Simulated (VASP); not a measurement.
Computed with PBEsol GGA, VASP's PBE PAW potentials (set 64) (plane waves; VASP).

VASP ran on this input.

### INCAR
```
# general
SYSTEM  = PbSe
PREC    = Accurate
ENCUT   = 400   # plane-wave cut-off (eV)
LREAL   = .FALSE.   # projection in real space or not
LASPH   = .TRUE.

# electronic loop
EDIFF   = 1E-7   # SCF stop (eV)
NELM    = 100   # most electronic steps
ALGO    = Normal
LMAXMIX = 4   # l cut-off of mixed one-centre charges

# smearing
ISMEAR  = -5   # tetrahedra, Bloechl

# functional
GGA     = PS   # PBEsol

# ions
ISIF    = 2   # forces and stress, cell fixed

# output
LWAVE   = .FALSE.
LCHARG  = .TRUE.
LORBIT  = 11
NEDOS   = 601   # DOS grid
```

### POSCAR
```
PbSe
1.0
  0.0000000000   3.0499386908   3.0499386908
  3.0499386908   0.0000000000   3.0499386908
  3.0499386908   3.0499386908   0.0000000000
Pb Se
1 1
Cartesian
  0.0000000000   0.0000000000   0.0000000000
  3.0499386908   3.0499386908   3.0499386908
```

**KPOINTS**
```
Regular mesh
0
G
 8 8 8
```

POTCAR, in this order: Pb_d Se (PBE.64 set). Program: vasp_std.

Unless said otherwise, spin-orbit coupling is left out, though it shifts the bands of the heavy elements here.

Question: What does the run give for the energy per atom (σ→0), band gap (on the k-mesh)?

Answer: 
The energy per atom (σ→0) is -4.459 eV/atom and the band gap (on the k-mesh) comes out as 0.17 eV.

**OSZICAR**
```
...
DAV:   7    -0.891672924588E+01    0.72626E-02   -0.10636E-01   906   0.192E+00    0.804E-01
DAV:   8    -0.891739711112E+01   -0.66787E-03   -0.10518E-02   956   0.134E+00    0.120E-01
DAV:   9    -0.891706988373E+01    0.32723E-03   -0.21258E-03  1200   0.517E-01    0.451E-02
DAV:  10    -0.891709829564E+01   -0.28412E-04   -0.13598E-04   866   0.837E-02    0.160E-02
DAV:  11    -0.891709665417E+01    0.16415E-05   -0.33286E-05  1156   0.689E-02    0.421E-03
DAV:  12    -0.891709672693E+01   -0.72764E-07   -0.22696E-06  1010   0.172E-02    0.152E-03
DAV:  13    -0.891709670330E+01    0.23634E-07   -0.74188E-08   574   0.432E-03
   1 F= -.89170967E+01 E0= -.89170967E+01  d E =0.000000E+00
```

The compound is PbSe in the rock salt structure. It was relaxed first.
